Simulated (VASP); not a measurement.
# TcSe2 (Fm-3m) in VASP: further runs, part 2 of 2

VASP 6.6.1.

**4. Single point, PBEsol+U, collinear spin, ferromagnetic start**

The input, INCAR:

```
PREC = Accurate ; ENCUT = 520
EDIFF = 1E-6 ; ISMEAR = 0
SIGMA = 0.05 ; LREAL = F
LASPH = T ; NELM = 60
ALGO = Normal ; ISIF = 2
LWAVE = F ; LCHARG = T
ISPIN = 2 ; MAGMOM = 0.5 0 0
LORBIT = 11 ; NUPDOWN = 1
LMAXMIX = 4 ; LDAU = T
LDAUTYPE = 2 ; LDAUL = 2 -1
LDAUU = 7 0 ; LDAUJ = 0 0
LDAUPRINT = 1 ; GGA = PS
LELF = T ; LVHAR = T
```

The input, KPOINTS:

```
regular mesh
0
Gamma
  5 5 5
```

The input, POSCAR:

```
TcSe2
1.0
    0.0000000000      3.1457489900      3.1457489900
    3.1457489900      0.0000000000      3.1457489900
    3.1457489900      3.1457489900      0.0000000000
Tc Se
1 2
Direct
    0.0000000000      0.0000000000      0.0000000000
    0.2500000000      0.2500000000      0.2500000000
    0.7500000000      0.7500000000      0.7500000000
```

Potentials or basis: VASP PAW PBE potentials, release 64 (Tc_pv, Se).

Command:

```
$ cat potpaw_PBE.64/Tc_pv/POTCAR potpaw_PBE.64/Se/POTCAR > POTCAR
$ mpirun -np 1 vasp_std > vasp.out
```

OUTCAR:

```text
PREC = Accurate
   ENCUT = 520
   EDIFF = 1E-6
   ISMEAR = 0
   LREAL = F
   LASPH = T
   NELM = 60
   ISIF = 2
   ISPIN = 2
   LORBIT = 11
   NUPDOWN = 1
   GGA = PS

 ion  position               nearest neighbor table
   1  0.000  0.000  0.000-   2 2.72   3 2.72   3 2.72   3 2.72   3 2.72   2 2.72   2 2.72   2 2.72

   2  0.250  0.250  0.250-   1 2.72   1 2.72   1 2.72   1 2.72
   3  0.750  0.750  0.750-   1 2.72   1 2.72   1 2.72   1 2.72

  LATTYP: Found a face centered cubic cell.
 ALAT       =     6.2914979800

  Lattice vectors:

 A1 = (   0.0000000000,   3.1457489900,   3.1457489900)
 A2 = (   3.1457489900,   0.0000000000,   3.1457489900)
 A3 = (   3.1457489900,   3.1457489900,   0.0000000000)

Analysis of symmetry for initial positions (statically):
=====================================================================
 Subroutine PRICEL returns:
 Original cell was already a primitive cell.

 Routine SETGRP: Setting up the symmetry group for a
 face centered cubic supercell.

 Subroutine GETGRP returns: Found 48 space group operations
 (whereof 48 operations were pure point group operations)
 out of a pool of 48 trial point group operations.

The static configuration has the point symmetry O_h .

Analysis of symmetry for dynamics (positions and initial velocities):
=====================================================================
 Subroutine PRICEL returns:
 Original cell was already a primitive cell.

 Routine SETGRP: Setting up the symmetry group for a
 face centered cubic supercell.

 Subroutine GETGRP returns: Found 48 space group operations
 (whereof 48 operations were pure point group operations)
 out of a pool of 48 trial point group operations.

The dynamic configuration has the point symmetry O_h .

Analysis of structural, dynamic, and magnetic symmetry:
=====================================================================
 Subroutine PRICEL returns:
 Original cell was already a primitive cell.

[... 195 lines left out ...]
 cond. band min:       5.8780070248   @ k =   0.0000   0.0000   0.0000
 fundamental gap:     -1.1091948126
 Fermi energy:         5.8680167762

 spin component 1

 k-point     1 :       0.0000    0.0000    0.0000
  band No.  band energies     occupation
      1     -33.5197      1.00000
      2     -33.5197      1.00000
      3     -33.5197      1.00000
      4      -8.8088      1.00000
      5      -5.0765      1.00000
      6       0.6404      1.00000
[... 166 lines left out ...]
      2     -33.5240      1.00000
      3     -33.5220      1.00000
      4      -7.2490      1.00000
      5      -6.7506      1.00000
      6      -0.1434      1.00000
[... 8 lines left out ...]
     15       7.5290      0.00000
     16       8.8541      0.00000
 Fermi energy:         7.0182084394

 spin component 2

 k-point     1 :       0.0000    0.0000    0.0000
  band No.  band energies     occupation
      1     -32.4184      1.00000
      2     -32.4184      1.00000
      3     -32.4184      1.00000
      4      -9.0127      1.00000
      5      -5.3459      1.00000
      6       0.9356      1.00000
[... 167 lines left out ...]
      3     -32.4210      1.00000
      4      -7.4728      1.00000
      5      -6.9626      1.00000
      6       0.2259      1.00000
[... 8 lines left out ...]
     15       8.0096      0.00000
     16       9.2349      0.00000

------------------------ aborting loop because EDIFF is reached ----------------------------------------

  FORCE on cell =-STRESS in cart. coord.  units (eV):
  Direction    XX          YY          ZZ          XY          YZ          ZX
  --------------------------------------------------------------------------------------
  -------------------------------------------------------------------------------------
  Total       -2.9332413     -2.9332413     -2.9332413      0.0000000      0.0000000      0.0000000
  in kB      -75.4842215    -75.4842215    -75.4842215      0.0000000      0.0000000      0.0000000
  external PRESSURE =     -75.4842215 kB  Pullay stress =       0.0000000 kB

 VOLUME and BASIS-vectors are now :
 -----------------------------------------------------------------------------
  energy-cutoff  :      520.00
  volume of cell :       62.26
      direct lattice vectors                 reciprocal lattice vectors
     0.000000000  3.145748990  3.145748990    -0.158944659  0.158944659  0.158944659
     3.145748990  0.000000000  3.145748990     0.158944659 -0.158944659  0.158944659
     3.145748990  3.145748990  0.000000000     0.158944659  0.158944659 -0.158944659

 POSITION                                       TOTAL-FORCE (eV/Angst)
 -----------------------------------------------------------------------------------
      0.00000      0.00000      0.00000         0.000000     -0.000000      0.000000
      1.57287      1.57287      1.57287        -0.000000     -0.000000     -0.000000
      4.71862      4.71862      4.71862         0.000000      0.000000      0.000000
 -----------------------------------------------------------------------------------
    total drift:                               -0.000000      0.000000      0.000000

  FREE ENERGIE OF THE ION-ELECTRON SYSTEM (eV)
  ---------------------------------------------------
  free  energy   TOTEN  =       -11.0534664909 eV

  energy  without entropy=      -11.0494901621  energy(sigma->0) =      -11.05147833

 total charge

# of ion       s       p       d       tot
------------------------------------------
    1        0.296   6.299   5.008  11.603
    2        1.493   2.212   0.058   3.763
    3        1.493   2.212   0.058   3.763
--------------------------------------------------
tot          3.282  10.723   5.124  19.128

 magnetization (x)

# of ion       s       p       d       tot
------------------------------------------
    1        0.014   0.029   1.612   1.655
    2       -0.008  -0.191  -0.008  -0.206
    3       -0.008  -0.191  -0.008  -0.206
--------------------------------------------------
tot         -0.002  -0.353   1.597   1.242
```

OSZICAR:

```text
N       E                     dE             d eps       ncg     rms          rms(c)
DAV:   1     0.231697861129E+03    0.23170E+03   -0.12833E+04   640   0.137E+03
DAV:   2    -0.280882410309E+01   -0.23451E+03   -0.23265E+03   824   0.337E+02
[... 17 lines left out ...]
DAV:  20    -0.110534648490E+02   -0.40359E-04   -0.23435E-03   720   0.179E-01    0.233E-02
DAV:  21    -0.110534639662E+02    0.88284E-06   -0.14029E-04   728   0.471E-02    0.160E-02
DAV:  22    -0.110534755300E+02   -0.11564E-04   -0.43001E-04   672   0.643E-02    0.157E-02
DAV:  23    -0.110534653876E+02    0.10142E-04   -0.16307E-04   688   0.311E-02    0.362E-03
DAV:  24    -0.110534663067E+02   -0.91903E-06   -0.41803E-05   656   0.223E-02    0.330E-03
DAV:  25    -0.110534664909E+02   -0.18426E-06   -0.29029E-06   456   0.759E-03
   1 F= -.11053466E+02 E0= -.11051478E+02  d E =-.397633E-02  mag=     1.0000
```

stdout:

```text
POSCAR found type information on POSCAR TcSe
 POSCAR found :  2 types and       3 ions
 scaLAPACK will be used
 -----------------------------------------------------------------------------
|                                                                             |
|                                                                             |
|     You enforced a specific xc type in the INCAR file but a different       |
|     I HOPE YOU KNOW WHAT YOU ARE DOING!                                     |
|                                                                             |
 -----------------------------------------------------------------------------

 LDA part: xc-table for (Slater+PW92), standard interpolation
 POSCAR, INCAR and KPOINTS ok, starting setup
 FFT: planning ... GRIDC
 FFT: planning ... GRID_SOFT
 FFT: planning ... GRID
 WAVECAR not read
 entering main loop
```

It took 2.3 min on 1 thread of AMD EPYC, shared host; peak memory 0.21 GiB.

Results:

```yaml
Free_energy: -11.0535 eV
Pressure: -7.5 GPa
Net_moment: 1.00 μB per cell
Site_moments: Tc +1.66; Se -0.21 μB
Valence_electrons_inside_the_program's_atomic_spheres: Tc 11.60; Se 3.76
```

Eigenvalues of the final occupation matrices:
```csv
site,spin,trace,eigenvalues
site 1 d,1,3.34,0.52 0.52 0.52 0.89 0.89
site 1 d,2,1.71,0.24 0.24 0.41 0.41 0.41
```

Caveat: the PAW data sets were made with another functional, which shifts forces and pressure a little; the total moment is fixed, so each spin has its own Fermi level. The state reached can hang on the start; a lower one may exist.

**5. Overview**

| spin | fixed moment (μB) | gap on the mesh (eV) | pressure (GPa) | moment (μB) |
| --- | --- | --- | --- | --- |
| collinear, ferromagnetic start | - | none | -6.3 | 1.21 |
| collinear, random start | - | none | -9.1 | 0.95 |
| collinear, ferromagnetic start | 1 | - | -7.5 | 1.00 |

Alike in all rows: task single point; level PBEsol+U; potentials or basis VASP PAW PBE potentials, release 64 (Tc_pv, Se); Tc d U = 7 eV; cell as given; k mesh 5 × 5 × 5; cutoff (eV) 520; smearing gaussian 0.05 eV.

Caveats: the PAW data sets were made with another functional, which shifts forces and pressure a little; the total moment is fixed, so each spin has its own Fermi level (some runs).

Total energies depend on the potentials used, so only differences within one code and one set of settings carry meaning.
